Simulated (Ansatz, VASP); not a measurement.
# Zn20Hg10Se19S11: VASP beside Ansatz

Wanted: the spread between two codes on one cell, functional and k mesh. The structure shown is the start of the Ansatz relaxation below; VASP solves that cell, so the two are compared at the walk's first step.

Main program and level: Ansatz 0.2.0; plane waves, with VASP 6.6.1 beside it; single point at PBE.

## (1) Set-up

The cell holds 60 atoms: 20 Zn, 10 Hg, 19 Se and 11 S. Its edges and angles: a = 11.236 Å, b = 11.236 Å, c = 11.236 Å, α = 90.0°, β = 90.0°, γ = 90.0°.

## (2) Ansatz: relaxation, PBE

Ansatz runs on its PAW soft_1 files.

The two programs are compared at the cell with which this relaxation starts, whose forces are those of its first step.

input.yaml

```yaml
crystal:
  lattice:
    - [11.2355, 0.0, 0.0]
    - [0.0, 11.2355, 0.0]
    - [0.0, 0.0, 11.2355]
  atoms:
    - { symbol: Zn, position: [0.72126, 0.05379, 0.45352] }
    - { symbol: Zn, position: [0.99937, 0.64186, 0.57578] }
    - { symbol: Zn, position: [0.36126, 0.0055, 0.28133] }
    - { symbol: Zn, position: [0.46123, 0.94051, 0.49802] }
    - { symbol: Zn, position: [0.41749, 0.78, 0.78477] }
    - { symbol: Zn, position: [0.518, 0.1491, 0.78792] }
    - { symbol: Zn, position: [0.18293, 0.92492, 0.57888] }
    - { symbol: Zn, position: [0.19601, 0.74089, 0.07245] }
    - { symbol: Zn, position: [0.63492, 0.12204, 0.17545] }
    - { symbol: Zn, position: [0.4605, 0.69768, 0.20617] }
    - { symbol: Zn, position: [0.87987, 0.01444, 0.74481] }
    - { symbol: Zn, position: [0.02083, 0.48733, 0.17722] }
    - { symbol: Zn, position: [0.2312, 0.01432, 0.95819] }
    - { symbol: Zn, position: [0.6969, 0.75065, 0.54634] }
    - { symbol: Zn, position: [0.56276, 0.47563, 0.68679] }
    - { symbol: Zn, position: [0.59881, 0.86376, 0.05246] }
    - { symbol: Zn, position: [0.44729, 0.22687, 0.46372] }
    - { symbol: Zn, position: [0.89794, 0.81897, 0.251] }
    - { symbol: Zn, position: [0.34588, 0.3594, 0.15997] }
    - { symbol: Zn, position: [0.06466, 0.31474, 0.84627] }
    - { symbol: Hg, position: [0.21578, 0.42698, 0.75878] }
    - { symbol: Hg, position: [0.78493, 0.66898, 0.87885] }
    - { symbol: Hg, position: [0.94253, 0.12887, 0.03096] }
    - { symbol: Hg, position: [0.11885, 0.04551, 0.28712] }
    - { symbol: Hg, position: [0.80683, 0.35722, 0.54742] }
    - { symbol: Hg, position: [0.08725, 0.28272, 0.48176] }
    - { symbol: Hg, position: [0.35196, 0.59946, 0.46192] }
    - { symbol: Hg, position: [0.65667, 0.45992, 0.30401] }
    - { symbol: Hg, position: [0.45634, 0.51184, 0.00393] }
    - { symbol: Hg, position: [0.75656, 0.39575, 0.02696] }
    - { symbol: Se, position: [0.80042, 0.89732, 0.9254] }
    - { symbol: Se, position: [0.0994, 0.95092, 0.77954] }
    - { symbol: Se, position: [0.96279, 0.47759, 0.951] }
    - { symbol: Se, position: [0.01072, 0.82484, 0.45106] }
    - { symbol: Se, position: [0.73624, 0.3866, 0.76269] }
    - { symbol: Se, position: [0.01568, 0.26423, 0.23562] }
    - { symbol: Se, position: [0.51532, 0.43887, 0.47946] }
    - { symbol: Se, position: [0.27849, 0.63999, 0.89678] }
    - { symbol: Se, position: [0.42962, 0.34095, 0.81761] }
    - { symbol: Se, position: [0.96829, 0.20755, 0.67625] }
    - { symbol: Se, position: [0.01788, 0.69522, 0.78686] }
    - { symbol: Se, position: [0.6062, 0.68683, 0.7296] }
    - { symbol: Se, position: [0.76168, 0.24417, 0.31756] }
    - { symbol: Se, position: [0.20465, 0.23244, 0.00917] }
    - { symbol: Se, position: [0.43379, 0.97159, 0.88341] }
    - { symbol: Se, position: [0.67669, 0.17183, 0.96161] }
    - { symbol: Se, position: [0.1542, 0.49567, 0.53556] }
    - { symbol: Se, position: [0.0393, 0.89434, 0.08906] }
    - { symbol: Se, position: [0.23783, 0.56394, 0.23427] }
    - { symbol: S, position: [0.36759, 0.87086, 0.11565] }
    - { symbol: S, position: [0.5672, 0.10878, 0.5814] }
    - { symbol: S, position: [0.34374, 0.78883, 0.58978] }
    - { symbol: S, position: [0.81692, 0.58341, 0.49329] }
    - { symbol: S, position: [0.25895, 0.11892, 0.49886] }
    - { symbol: S, position: [0.7158, 0.93152, 0.25058] }
    - { symbol: S, position: [0.85031, 0.62169, 0.22964] }
    - { symbol: S, position: [0.83064, 0.9195, 0.55902] }
    - { symbol: S, position: [0.6426, 0.64302, 0.08517] }
    - { symbol: S, position: [0.55839, 0.77831, 0.38988] }
    - { symbol: S, position: [0.46016, 0.2035, 0.25636] }
kpoints:
  mp_grid: { grid: [1, 1, 1] }
hamiltonian:
  xc: pbe
  pseudopotentials: { kind: paw, azcp: { folder: soft_1 } }
scf:
  occupations: { method: gaussian, width: 0.05 }
output:
  forces: true
relax:
  f_tol: 0.05
  max_steps: 150
  cell: {}
```

Command:

```bash
$ ansatz run input.yaml --threads 4 --pin off --max-ram 8192MiB --backend cpu --events-out ev --progress --plain --runs-dir out
```

Numbers of over 12 decimals in the logs are rounded to 6 here.

The program printed:

```text
Engine: ansatz 0.2.0, aarch64-unknown-linux-gnu
Pseudopotentials: kind: paw
Pseudopotential: Zn, paw, valence charge 12, recommended cutoff 420 eV (normal), soft_1/Zn.paw.azcp
Pseudopotential: Hg, paw, valence charge 20, recommended cutoff 420 eV (normal), soft_1/Hg.paw.azcp
Pseudopotential: Se, paw, valence charge 16, recommended cutoff 420 eV (normal), soft_1/Se.paw.azcp
Pseudopotential: S, paw, valence charge 6, recommended cutoff 420 eV (normal), soft_1/S.paw.azcp
Functional definition: PBE
  parameter kappa = 0.804
  parameter beta = 0.066725
  exchange = pbe_x(kappa = kappa, mu = beta*pi^2/3)
  correlation = pbe_c(beta = beta)
Crystal: 60 atoms, lattice volume = 1418.330 Å³
Basis set: ecut = 420 eV, 27633 PW (Γ), exchange–correlation on 160×160×160 points (8 copies of the dense FFT grid, shifted against one another)
Bands: 486, of which v1, the nominal top of the filled ones, is band 405 counted from 1 (404 counted from 0)
Symmetry: 1 space group operations
Space group: P1 (ITA 1), of the structure as read, at distance tolerance 1.1e-4 Å
k-points: 1
Non-local potential: Zn, projectors of the file, l = 0: 2, l = 1: 2, l = 2: 3, l = 3: 1
Non-local potential: Hg, projectors of the file, l = 0: 3, l = 1: 2, l = 2: 2, l = 3: 1
Non-local potential: Se, projectors of the file, l = 0: 2, l = 1: 2, l = 2: 3, l = 3: 1
Non-local potential: S, projectors of the file, l = 0: 2, l = 1: 2, l = 2: 1
PAW form: soft (Blöchl's): semilocal exchange-correlation on the pseudo side does not see the compensation charge
PAW one-centre angular grid: Zn, 590 points (default); XC on 64 Gauss nodes
PAW one-centre angular grid: Hg, 590 points (default); XC on 64 Gauss nodes
PAW one-centre angular grid: Se, 590 points (default); XC on 64 Gauss nodes
PAW one-centre angular grid: S, 110 points (default); XC on 64 Gauss nodes
Initial density: superposition of atomic densities (chi_scale 0.1, normalization cell, long waves kept (reshape's long-wave potential 0.66 eV rms))
Initial wavefunctions: pseudopotential atomic-orbital guess
Functional: x = pbe(κ = 0.804, μ = 0.219515), c = pbe(β = 0.066725)
SCF iter   1: F=—  HF=-318403.427159 eV  |F-HF|=—  |Δ(HF+E_count)|=         —  Δρ=5.78e-2  dr2=1.59e2  ethr=3.10e-3  ⟨swp⟩=7.0  Hψ=1938  notcnv=0  defer=43
preconditioner: auto → LDOS  [insulator: Δε(μ)=0.095 eV  Ē_g=10.739 eV  σ=0.050 eV  W_gap=0.82  n_scr=364 (ndim 8)  ℏωp=22.9 eV  f_vac=0.062  D(μ)=18.18/eV (n_scr^D=80)  ε∞_Penn≈5.6  β→1.0]
SCF iter   2: F=—  HF=-318406.497343 eV  |F-HF|=—  |Δ(HF+E_count)|=    3.07e0  Δρ=7.61e-2  dr2=1.33e2  ethr=3.10e-3  ⟨swp⟩=4.0  Hψ=1330  notcnv=0  defer=73
SCF iter   3: F=—  HF=-318382.754538 eV  |F-HF|=—  |Δ(HF+E_count)|=    2.37e1  Δρ=1.38e-2  dr2=1.08e1  ethr=3.10e-3  ⟨swp⟩=3.0  Hψ=819  notcnv=0  defer=73
SCF iter   4: F=—  HF=-318381.339937 eV  |F-HF|=—  |Δ(HF+E_count)|=    1.41e0  Δρ=6.33e-3  dr2=9.79e-1  ethr=1.33e-3  ⟨swp⟩=2.0  Hψ=798  notcnv=0  defer=73
SCF iter   5: F=—  HF=-318381.229361 eV  |F-HF|=—  |Δ(HF+E_count)|=   1.11e-1  Δρ=2.91e-3  dr2=2.37e-1  ethr=1.21e-4  ⟨swp⟩=2.0  Hψ=661  notcnv=0  defer=73
SCF iter   6: F=—  HF=-318381.208844 eV  |F-HF|=—  |Δ(HF+E_count)|=   2.05e-2  Δρ=1.72e-3  dr2=7.42e-2  ethr=2.92e-5  ⟨swp⟩=2.0  Hψ=653  notcnv=0  defer=73
SCF iter   7: F=—  HF=-318381.201514 eV  |F-HF|=—  |Δ(HF+E_count)|=   7.33e-3  Δρ=1.05e-3  dr2=3.36e-2  ethr=9.17e-6  ⟨swp⟩=2.0  Hψ=679  notcnv=0  defer=73
SCF iter   8: F=—  HF=-318381.198412 eV  |F-HF|=—  |Δ(HF+E_count)|=   3.10e-3  Δρ=6.72e-4  dr2=1.68e-2  ethr=4.15e-6  ⟨swp⟩=2.0  Hψ=651  notcnv=0  defer=73
SCF iter   9: F=—  HF=-318381.196565 eV  |F-HF|=—  |Δ(HF+E_count)|=   1.85e-3  Δρ=4.42e-4  dr2=6.36e-3  ethr=2.07e-6  ⟨swp⟩=2.0  Hψ=644  notcnv=0  defer=73
SCF iter  10: F=—  HF=-318381.195715 eV  |F-HF|=—  |Δ(HF+E_count)|=   8.50e-4  Δρ=2.75e-4  dr2=2.11e-3  ethr=7.85e-7  ⟨swp⟩=2.0  Hψ=652  notcnv=0  defer=73
SCF iter  11: F=—  HF=-318381.195440 eV  |F-HF|=—  |Δ(HF+E_count)|=   2.75e-4  Δρ=1.76e-4  dr2=9.45e-4  ethr=2.60e-7  ⟨swp⟩=2.0  Hψ=683  notcnv=0  defer=73
SCF iter  12: F=—  HF=-318381.195432 eV  |F-HF|=—  |Δ(HF+E_count)|=   8.36e-6  Δρ=1.09e-4  dr2=4.14e-4  ethr=1.17e-7  ⟨swp⟩=2.0  Hψ=652  notcnv=0  defer=73
SCF iter  13: F=—  HF=-318381.195395 eV  |F-HF|=—  |Δ(HF+E_count)|=   3.65e-5  Δρ=6.59e-5  dr2=1.48e-4  ethr=5.11e-8  ⟨swp⟩=2.0  Hψ=684  notcnv=0  defer=73
SCF iter  14: F=—  HF=-318381.195323 eV  |F-HF|=—  |Δ(HF+E_count)|=   7.25e-5  Δρ=4.76e-5  dr2=6.07e-5  ethr=1.83e-8  ⟨swp⟩=2.0  Hψ=652  notcnv=0  defer=73
SCF iter  15: F=—  HF=-318381.193642 eV  |F-HF|=—  |Δ(HF+E_count)|=   1.68e-3  Δρ=2.79e-5  dr2=1.97e-5  ethr=7.49e-9  ⟨swp⟩=2.0  Hψ=652  notcnv=0  defer=73
SCF iter  16: F=—  HF=-318381.193639 eV  |F-HF|=—  |Δ(HF+E_count)|=   2.44e-6  Δρ=1.29e-5  dr2=4.89e-6  ethr=2.43e-9  ⟨swp⟩=2.0  Hψ=652  notcnv=0  defer=73
[...]
atom   1  Zn    -0.00395682    -0.00042372    -0.00063041
  atom   2  Zn     0.00727434    -0.00139106     0.00644345
  atom   3  Zn     0.00629498     0.00904353     0.00511106
  atom   4  Zn    -0.00287967     0.00413464    -0.00514125
  atom   5  Zn    -0.00102937     0.00104101     0.00749467
  atom   6  Zn     0.00770037    -0.01781977    -0.00511318
  atom   7  Zn     0.00327533     0.00328085    -0.01204778
  atom   8  Zn    -0.00033062     0.01278507     0.00195925
  atom   9  Zn    -0.00656483     0.01052193    -0.00336393
  atom  10  Zn    -0.00832298     0.00247072     0.01119562
  atom  11  Zn     0.00320102    -0.00306360    -0.00443776
  atom  12  Zn     0.00510298     0.00479360    -0.01463955
  atom  13  Zn     0.00438344    -0.00599605    -0.00437243
  atom  14  Zn    -0.00308059    -0.00145619    -0.00402289
  atom  15  Zn     0.00703103     0.00086093    -0.00810615
  atom  16  Zn    -0.00796531    -0.00832518    -0.00239242
  atom  17  Zn    -0.00671092    -0.00120310    -0.00037852
  atom  18  Zn     0.00107411     0.00759261    -0.00047098
  atom  19  Zn    -0.00964598    -0.00231790    -0.00019583
  atom  20  Zn    -0.00664434    -0.00149411    -0.00368592
  atom  21  Hg     0.02109774     0.00144997    -0.00331653
  atom  22  Hg    -0.00336115     0.00476781     0.00998015
  atom  23  Hg     0.00618700     0.01519426    -0.00680418
  atom  24  Hg     0.01402622    -0.00304451    -0.00385079
[...]
atom  53  S     -0.00460279     0.00051284     0.00093831
  atom  54  S      0.00548123    -0.00168798     0.00289066
  atom  55  S     -0.00317651    -0.02189502    -0.00499655
  atom  56  S     -0.01574944    -0.02051436     0.00641995
  atom  57  S      0.00128463     0.00648988    -0.00654263
  atom  58  S      0.02187919     0.01707660     0.00361662
  atom  59  S      0.00299827    -0.00420875    -0.00829613
  atom  60  S      0.00761090    -0.00762855     0.01003201
  max |Σ_I F_I| component: 2.60e-6 eV/Å
--- Stress (GPa, compression-positive) ---
        0.012810      -0.001530      -0.007911
       -0.001530      -0.005483       0.005464
       -0.007911       0.005464       0.000251
  P = ⅓ Tr σ = 0.0025 GPa (0.025 kbar)
--- Relaxed structure (57 steps of the walk, 53 accepted, 2 SCFs on fresh bases) ---
  F+E_penalty+E_count = -318394.71481472 eV   max|allowed force component| = 2.190e-2 eV/Å   (the final SCF, on the basis selected at the relaxed cell)
  cell:  # Å, volume = 1617.0013 Å³
    - [12.559090, 0.416348, -0.277502]
    - [0.416348, 10.351348, 0.112116]
    - [-0.277502, 0.112116, 12.462297]
  atoms:
    - { symbol: Zn, position: [0.668447, 0.016134, 0.485809] }
    - { symbol: Zn, position: [0.977896, 0.651644, 0.529164] }
    - { symbol: Zn, position: [0.348178, -0.0022895, 0.304636] }
    - { symbol: Zn, position: [0.432561, 0.945712, 0.516647] }
    - { symbol: Zn, position: [0.488314, 0.855744, 0.742080] }
    - { symbol: Zn, position: [0.524278, 0.229000, 0.882617] }
    - { symbol: Zn, position: [0.206595, 0.920022, 0.583166] }
    - { symbol: Zn, position: [0.223786, 0.696145, 0.131017] }
    - { symbol: Zn, position: [0.626402, 0.144801, 0.204177] }
    - { symbol: Zn, position: [0.570898, 0.811116, 0.212649] }
    - { symbol: Zn, position: [0.896466, -0.00659277, 0.718209] }
    - { symbol: Zn, position: [0.018205, 0.450962, 0.151743] }
    - { symbol: Zn, position: [0.344355, -0.057892, 1.013056] }
    - { symbol: Zn, position: [0.687866, 0.724057, 0.543452] }
    - { symbol: Zn, position: [0.544138, 0.500325, 0.687457] }
    - { symbol: Zn, position: [0.670710, 0.879319, -0.019431] }
    - { symbol: Zn, position: [0.519347, 0.260885, 0.443445] }
    - { symbol: Zn, position: [0.869365, 0.804277, 0.247032] }
    - { symbol: Zn, position: [0.317657, 0.288160, 0.157443] }
    - { symbol: Zn, position: [0.015673, 0.316273, 0.816861] }
    - { symbol: Hg, position: [0.201548, 0.387969, 0.821050] }
    - { symbol: Hg, position: [0.909322, 0.680545, 0.881614] }
    - { symbol: Hg, position: [0.883719, 0.168901, -0.024856] }
    - { symbol: Hg, position: [0.110247, 0.043223, 0.148525] }
    - { symbol: Hg, position: [0.801438, 0.372494, 0.629848] }
    - { symbol: Hg, position: [0.080111, 0.290293, 0.395440] }
    - { symbol: Hg, position: [0.303805, 0.493512, 0.507283] }
    - { symbol: Hg, position: [0.791663, 0.428799, 0.308681] }
    - { symbol: Hg, position: [0.436855, 0.624722, -0.048987] }
    - { symbol: Hg, position: [0.710165, 0.452162, -0.015087] }
    - { symbol: Se, position: [0.849271, 0.924107, 0.903080] }
    - { symbol: Se, position: [0.085987, 0.901871, 0.725797] }
    - { symbol: Se, position: [0.924511, 0.440948, 0.956719] }
    - { symbol: Se, position: [-0.053173, 0.865207, 0.429854] }
    - { symbol: Se, position: [0.671057, 0.335459, 0.781889] }
    - { symbol: Se, position: [-0.025016, 0.235670, 0.226419] }
    - { symbol: Se, position: [0.498489, 0.489787, 0.488009] }
    - { symbol: Se, position: [0.251062, 0.754981, 0.945718] }
    - { symbol: Se, position: [0.407355, 0.424670, 0.815745] }
    - { symbol: Se, position: [0.966269, 0.199327, 0.663081] }
    - { symbol: Se, position: [0.065428, 0.675367, 0.708696] }
    - { symbol: Se, position: [0.638214, 0.698287, 0.727725] }
    - { symbol: Se, position: [0.706827, 0.224056, 0.373168] }
    - { symbol: Se, position: [0.238276, 0.151913, 0.021283] }
    - { symbol: Se, position: [0.500512, 0.993855, 0.897429] }
    - { symbol: Se, position: [0.566136, 0.303446, 1.064991] }
    - { symbol: Se, position: [0.117000, 0.450037, 0.542917] }
    - { symbol: Se, position: [0.070937, 0.822077, 0.221136] }
    - { symbol: Se, position: [0.206285, 0.479757, 0.206822] }
    - { symbol: S, position: [0.384535, 0.839695, 0.187508] }
    - { symbol: S, position: [0.534275, 0.105260, 0.585717] }
    - { symbol: S, position: [0.360576, 0.790673, 0.623482] }
    - { symbol: S, position: [0.814287, 0.556369, 0.501992] }
    - { symbol: S, position: [0.252859, 0.054184, 0.449232] }
    - { symbol: S, position: [0.711656, 0.936941, 0.166977] }
    - { symbol: S, position: [0.865094, 0.589491, 0.193636] }
    - { symbol: S, position: [0.819269, 0.901251, 0.561797] }
    - { symbol: S, position: [0.610054, 0.676279, 0.041969] }
    - { symbol: S, position: [0.579090, 0.840760, 0.408180] }
    - { symbol: S, position: [0.441171, 0.180730, 0.279204] }
```

Reading the cycles: dr2 is the Hartree energy of the density residual (eV), the measure of convergence; HF is the Harris–Foulkes estimate of the energy, which meets the free energy F at convergence.

(Continued in part 2 of 2.)

[Lines on the potential files, build, host, timing and source positions are cut from VASP's logs without a mark.]

[Logs are printed without paths, hosts, clocks, repeated set-up lines and the standing remarks that a program may print on its own settings, such as how far it seeks lower states.]

[Hosts, paths, dates, database ids (printed as entryN), source tags and the programs' standing remarks are cut or masked in the printed files.]
